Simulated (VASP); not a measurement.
The input files of a VASP run:

POSCAR:
```
SnO
1
    3.8404248784     0.0000000000     0.0000000000
    0.0000000000     3.8404248784     0.0000000000
    0.0000000000    -0.0000000000     4.7888942931
Sn O
2 2
Direct
  0.5000000000   1.0000000000   0.7577726866
  1.0000000000   0.5000000000   0.2422273134
  0.5000000000   0.5000000000   0.0000000000
  0.0000000000   0.0000000000   0.0000000000
```

### INCAR
```
AGGAC  =  0.0
ALGO  =  Normal
EDIFF  =  1E-7
ENCUT  =  520
GGA  =  MK
ISIF  =  2
ISMEAR  =  -5
LASPH  =  .TRUE.
LCHARG  =  .TRUE.
LEFG  =  .TRUE.
LMAXMIX  =  4
LORBIT  =  11
LREAL  =  .FALSE.
LUSE_VDW  =  .TRUE.
LWAVE  =  .FALSE.
NEDOS  =  601
NELM  =  100
PARAM1  =  0.1234
PARAM2  =  1.0
PREC  =  Accurate
SYSTEM  =  SnO
```

### KPOINTS
```
Automatic
0
Gamma
7 7 5
```

POTCAR, in this order: Sn_d O (PBE.64 set). Program: vasp_std.

Q: Write an equivalent input for Quantum ESPRESSO's pw.x.

A: One equivalent input (not run):
```
&CONTROL
  calculation = 'scf'
  pseudo_dir = './pseudo'
  outdir = './out'
  tprnfor = .true.
  tstress = .true.
/
&SYSTEM
  ibrav = 0
  nat = 4
  ntyp = 2
  ecutwfc = 84
  occupations = 'tetrahedra'
  input_dft = 'vdw-df-ob86'
/
&ELECTRONS
  conv_thr = 7.3e-09
  electron_maxstep = 100
/
ATOMIC_SPECIES
  Sn 118.710 Sn.upf
  O 15.999 O.upf
CELL_PARAMETERS angstrom
     3.8404249    0.0000000    0.0000000
     0.0000000    3.8404249    0.0000000
     0.0000000   -0.0000000    4.7888943
ATOMIC_POSITIONS crystal
  Sn   0.5000000  1.0000000  0.7577727
  Sn   1.0000000  0.5000000  0.2422273
  O    0.5000000  0.5000000  0.0000000
  O    0.0000000  0.0000000  0.0000000
K_POINTS automatic
  7 7 5 0 0 0
```
The two are equivalent in intent, not identical: the potentials are each code's own (VASP's PAW set, PseudoDojo norm-conserving files in pw.x), so ENCUT and ecutwfc are chosen apart and not converted; conv_thr bounds pw.x's estimated SCF error, while EDIFF bounds the energy change between steps; the field gradients of LEFG aren't asked of the other code.

The compound is SnO in the litharge structure. It was relaxed first.
